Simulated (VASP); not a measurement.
# Si16F (a cell with a defect) in VASP: single point with PBE

Aim: the single point of Si16F (a cell with a defect) with PBE.

Program: VASP 6.6.1. These are calculated values, not measurements. Logs are shortened: lines on timing, memory, paths and dates and some standing lists are left out, and cuts for length are marked.

### Step 1. The structure

The cell holds a defect, 17 atoms: a = 7.679 Å, b = 7.679 Å, c = 7.679 Å, α = 60.00°, β = 60.00°, γ = 60.00°.

The cell was built by a generator and needn't be a form met in nature.

### Step 2. Single point, PBE, collinear spin, typed start

File INCAR:

```
PREC     = Accurate       # precision mode
ENCUT    = 520            # plane-wave cutoff, eV
EDIFF    = 1E-7           # SCF threshold, eV
ISMEAR   = -1             # smearing method
SIGMA    = 0.02           # smearing width, eV
LREAL    = Auto         
LASPH    = T              # aspherical terms in the spheres
NELM     = 150            # most SCF steps
ALGO     = Normal         # electronic algorithm
ISIF     = 2              # what is computed and relaxed
LWAVE    = F              # write WAVECAR
LCHARG   = T              # write CHGCAR
ISPIN    = 2              # spin polarisation
MAGMOM   = 0 0 0 0 0 0 0 0 0 0 0 0 0 0 0 0 1 # initial moments
LORBIT   = 11             # projections on sites
GGA      = PE             # functional
LELF     = T              # ELF
LVHAR    = T            
NBANDS   = 54             # bands
```

File KPOINTS:

```
regular mesh
0
Gamma
  2 2 2
```

File POSCAR:

```
Si16F
1.0
    0.0000000000      5.4300000000      5.4300000000
    5.4300000000      0.0000000000      5.4300000000
    5.4300000000      5.4300000000      0.0000000000
Si F
16 1
Direct
    0.0061998324     -0.0033067440     -0.0030108115
    0.0911249427      0.1407755710      0.1410890756
    0.0058974657     -0.0030326410      0.5142763374
    0.1351492453      0.1253257694      0.6268898669
    0.0058899704      0.5139797206     -0.0027209521
    0.1351546031      0.6266061333      0.1256098826
    0.0059081996      0.5027343214      0.5030060166
    0.1349533489      0.6268158120      0.6271203132
    0.4808681252      0.0106045164      0.0108957376
    0.6257267922      0.1245681652      0.1248618475
    0.5077122475      0.0019739051      0.5019504743
    0.6255561240      0.1247798307      0.6383657978
    0.5077113021      0.5016609020      0.0022781534
    0.6255403006      0.6380940844      0.1250808652
    0.5075349662      0.5019391440      0.5022359215
    0.6298308523      0.6278368247      0.6281356028
    0.7885012818      0.2418878847      0.2421928712
```

Potentials or basis: VASP PAW PBE potentials, release 64 (Si, F).

The run is started by

```
cat potpaw_PBE.64/Si/POTCAR potpaw_PBE.64/F/POTCAR > POTCAR
mpirun -np 1 vasp_std > vasp.out
```

OUTCAR:

```text
PREC = Accurate
   ENCUT = 520
   EDIFF = 1E-7
   ISMEAR = -1
   LREAL = Auto
   LASPH = T
   NELM = 150
   ISIF = 2
   ISPIN = 2
   LORBIT = 11
   GGA = PE

 ion  position               nearest neighbor table
   1  0.006  0.997  0.997-   6 2.32   4 2.32   2 2.35  10 2.39
   2  0.091  0.141  0.141-  17 1.90   1 2.35   3 2.35   5 2.35   9 2.44
   3  0.006  0.997  0.514-   8 2.32   4 2.32   2 2.35  12 2.38
   4  0.135  0.125  0.627-   1 2.32   3 2.32  11 2.34   7 2.37
   5  0.006  0.514  0.997-   8 2.32   6 2.32   2 2.35  14 2.38
   6  0.135  0.627  0.126-   1 2.32   5 2.32  13 2.34   7 2.37
   7  0.006  0.503  0.503-  16 2.36   8 2.37   6 2.37   4 2.37
   8  0.135  0.627  0.627-   3 2.32   5 2.32  15 2.34   7 2.37
   9  0.481  0.011  0.011-  14 2.34  12 2.34  10 2.34   2 2.44
  10  0.626  0.125  0.125-   9 2.34  11 2.37  13 2.37   1 2.39  17 2.50
  11  0.508  0.002  0.502-   4 2.34  16 2.35  12 2.37  10 2.37
  12  0.626  0.125  0.638-   9 2.34  11 2.37  15 2.37   3 2.38  17 2.49
  13  0.508  0.502  0.002-   6 2.34  16 2.35  14 2.37  10 2.37
  14  0.626  0.638  0.125-   9 2.34  13 2.37  15 2.37   5 2.38  17 2.49
  15  0.508  0.502  0.502-   8 2.34  16 2.35  14 2.37  12 2.37
  16  0.630  0.628  0.628-  15 2.35  11 2.35  13 2.35   7 2.36
  17  0.789  0.242  0.242-   2 1.90  12 2.49  14 2.49  10 2.50

  LATTYP: Found a face centered cubic cell.
 ALAT       =    10.8600000000

  Lattice vectors:

 A1 = (   0.0000000000,   5.4300000000,   5.4300000000)
 A2 = (   5.4300000000,   0.0000000000,   5.4300000000)
 A3 = (   5.4300000000,   5.4300000000,   0.0000000000)

Analysis of symmetry for initial positions (statically):
=====================================================================
 Subroutine PRICEL returns:
 Original cell was already a primitive cell.

 Routine SETGRP: Setting up the symmetry group for a
 face centered cubic supercell.

 Subroutine GETGRP returns: Found  1 space group operations
 (whereof  1 operations were pure point group operations)
 out of a pool of 48 trial point group operations.

The static configuration has the point symmetry C_1 .

Analysis of symmetry for dynamics (positions and initial velocities):
=====================================================================
 Subroutine PRICEL returns:
 Original cell was already a primitive cell.

 Routine SETGRP: Setting up the symmetry group for a
 face centered cubic supercell.

 Subroutine GETGRP returns: Found  1 space group operations
 (whereof  1 operations were pure point group operations)
 out of a pool of 48 trial point group operations.

[... 169 lines left out ...]
  ext. energy  EPLUGINS =         0.00000000
  ---------------------------------------------------
  free energy    TOTEN  =       -88.31247526 eV

  energy without entropy =      -88.30610858  energy(sigma->0) =      -88.30929192

 E-fermi :   5.8227     XC(G=0):  -9.5374

 val. band max:        5.7624175103   @ k =   0.0000   0.5000   0.0000
 cond. band min:       5.8313633245   @ k =   0.5000   0.5000   0.5000
 fundamental gap:      0.0689458142
 Fermi energy:         5.8227291122

 spin component 1

 k-point     1 :       0.0000    0.0000    0.0000
  band No.  band energies     occupation
      1     -18.2247      1.00000
      2      -5.8491      1.00000
      3      -4.0156      1.00000
      4      -3.8132      1.00000
      5      -3.8111      1.00000
      6      -3.5094      1.00000
[... 389 lines left out ...]
     46      10.2547      0.00000
     47      10.2822      0.00000
 Fermi energy:         5.8227291122

 spin component 2

 k-point     1 :       0.0000    0.0000    0.0000
  band No.  band energies     occupation
      1     -18.1948      1.00000
      2      -5.8381      1.00000
      3      -3.9960      1.00000
      4      -3.8017      1.00000
      5      -3.7995      1.00000
      6      -3.4847      1.00000
[... 389 lines left out ...]
     46      10.2653      0.00000
     47      10.2929      0.00000
 [bands above 47 left out]

------------------------ aborting loop because EDIFF is reached ----------------------------------------

  FORCE on cell =-STRESS in cart. coord.  units (eV):
  Direction    XX          YY          ZZ          XY          YZ          ZX
  --------------------------------------------------------------------------------------
  -------------------------------------------------------------------------------------
  Total        9.0794342      9.0739407      9.0735280      0.9664379     -1.0098299      0.9677138
  in kB       45.4297015     45.4022141     45.4001494      4.8356523     -5.0527678      4.8420360
  external PRESSURE =      45.4106883 kB  Pullay stress =       0.0000000 kB

 VOLUME and BASIS-vectors are now :
 -----------------------------------------------------------------------------
  energy-cutoff  :      520.00
  volume of cell :      320.21
      direct lattice vectors                 reciprocal lattice vectors
     0.000000000  5.430000000  5.430000000    -0.092081031  0.092081031  0.092081031
     5.430000000  0.000000000  5.430000000     0.092081031 -0.092081031  0.092081031
     5.430000000  5.430000000  0.000000000     0.092081031  0.092081031 -0.092081031

 POSITION                                       TOTAL-FORCE (eV/Angst)
 -----------------------------------------------------------------------------------
     10.82570      5.44732      5.44571         0.012273     -0.015019     -0.014479
      1.53053      1.26092      1.25922        -0.017475      0.026546      0.027231
      8.20605      2.82454      5.44556         0.010195      0.001720     -0.009839
      4.08453      4.13787      1.41438        -0.006798     -0.003272      0.006641
      8.20614      5.44721      2.82289         0.009449     -0.010054      0.001104
      4.08453      1.41595      4.13636        -0.006767      0.006785     -0.003082
[... 9 lines left out ...]
      6.81993      6.83076      6.82914        -0.007518      0.009568      0.009099
      2.62856      5.59667      5.59501         0.003390     -0.017770     -0.018005
 -----------------------------------------------------------------------------------
    total drift:                                0.002686     -0.000060      0.005381

  FREE ENERGIE OF THE ION-ELECTRON SYSTEM (eV)
  ---------------------------------------------------
  free  energy   TOTEN  =       -88.3124752593 eV

  energy  without entropy=      -88.3061085781  energy(sigma->0) =      -88.30929192

 total charge

# of ion       s       p       d       tot
------------------------------------------
    1        0.755   0.952   0.000   1.707
    2        0.730   0.890   0.000   1.619
    3        0.755   0.952   0.000   1.707
    4        0.744   0.966   0.000   1.710
    5        0.755   0.952   0.000   1.707
    6        0.744   0.966   0.000   1.710
[... 9 lines left out ...]
   16        0.743   0.956   0.000   1.699
   17        1.759   4.353   0.000   6.112
--------------------------------------------------
tot         13.724  19.462   0.000  33.186

 magnetization (x)

# of ion       s       p       d       tot
------------------------------------------
    1        0.000   0.009   0.000   0.009
    2        0.001   0.010   0.000   0.012
    3        0.000   0.009   0.000   0.009
    4       -0.000   0.000   0.000   0.000
    5        0.000   0.009   0.000   0.009
    6       -0.000   0.000   0.000   0.000
[... 9 lines left out ...]
   16       -0.000  -0.000   0.000  -0.001
   17        0.000   0.016   0.000   0.016
--------------------------------------------------
tot          0.004   0.098   0.000   0.101
```

Run time: 5.6 min. Hardware: 1 thread of Intel Xeon 6975P-C (Granite Rapids), shared host; peak memory 0.71 GiB.

What came out:

```yaml
Free_energy: -88.3125 eV
Pressure: 4.5 GPa
Largest_force: 0.042 eV/Å
Band_gap_on_the_k_mesh: none (metal or under the smearing width)
Net_moment: 0.22 μB per cell
Site_moments: Si +0.01, +0.00, +0.03, -0.00; F +0.02 μB
Valence_electrons_inside_the_program's_atomic_spheres: Si 1.71, 1.62, 1.69, 1.67, 1.70; F 6.11
```

Forces in eV/Å, atoms in the order of the input:
```
Si   0.012 -0.015 -0.014
Si  -0.017  0.027  0.027
Si   0.010  0.002 -0.010
Si  -0.007 -0.003  0.007
Si   0.009 -0.010  0.001
Si  -0.007  0.007 -0.003
Si  -0.011 -0.003 -0.003
Si  -0.006  0.006  0.006
Si   0.017  0.002  0.003
Si   0.002  0.003  0.004
Si   0.010 -0.007  0.003
Si  -0.006 -0.005  0.011
Si   0.009  0.003 -0.007
Si  -0.007  0.012 -0.006
Si  -0.004 -0.010 -0.010
Si  -0.008  0.010  0.009
F    0.003 -0.018 -0.018
```

Stress tensor (GPa, compression positive):
```
 4.54  0.48  0.48
 0.48  4.54 -0.51
 0.48 -0.51  4.54
```

Levels at points of the mesh, in eV from the Fermi level:
Spin up:
```csv
k point,band 34,band 35,band 36,band 37,band 38,band 39
"(0.00, 0.00, 0.00)",0.18,0.19,0.28,0.84,0.90,0.90
"(0.50, 0.00, 0.00)",-0.55,-0.36,-0.35,1.67,1.67,1.76
"(0.00, 0.50, 0.00)",-0.54,-0.52,-0.06,1.63,1.67,1.71
"(0.00, 0.00, 0.50)",-0.54,-0.52,-0.06,1.63,1.67,1.71
"(0.50, 0.50, 0.50)",-0.54,-0.52,-0.06,1.63,1.67,1.71
"(0.50, 0.50, 0.00)",-1.13,-0.71,-0.47,1.33,1.47,2.66
"(0.00, 0.50, 0.50)",-1.13,-0.71,-0.47,1.33,1.47,2.66
"(0.50, 0.00, 0.50)",-1.13,-0.71,-0.47,1.33,1.47,2.66
```
Spin down:
| k point | band 32 | band 33 | band 34 | band 35 | band 36 | band 37 | band 38 | band 39 |
| --- | --- | --- | --- | --- | --- | --- | --- | --- |
| (0.00, 0.00, 0.00) | -0.87 | -0.46 | 0.19 | 0.20 | 0.33 | 0.85 | 0.90 | 0.90 |
| (0.50, 0.00, 0.00) | -1.39 | -0.54 | -0.54 | -0.34 | -0.34 | 1.67 | 1.67 | 1.77 |
| (0.00, 0.50, 0.00) | -1.25 | -0.58 | -0.52 | -0.51 | 0.01 | 1.64 | 1.68 | 1.73 |
| (0.00, 0.00, 0.50) | -1.25 | -0.59 | -0.52 | -0.51 | 0.01 | 1.64 | 1.68 | 1.73 |
| (0.50, 0.50, 0.50) | -1.25 | -0.59 | -0.52 | -0.51 | 0.01 | 1.64 | 1.68 | 1.73 |
| (0.50, 0.50, 0.00) | -1.46 | -1.20 | -1.12 | -0.69 | -0.41 | 1.34 | 1.48 | 2.67 |
| (0.00, 0.50, 0.50) | -1.46 | -1.20 | -1.12 | -0.69 | -0.41 | 1.34 | 1.48 | 2.67 |
| (0.50, 0.00, 0.50) | -1.46 | -1.20 | -1.12 | -0.69 | -0.41 | 1.34 | 1.48 | 2.67 |

Caveat: the k mesh is coarse (spacing up to 0.50 Å⁻¹), so the values aren't converged.
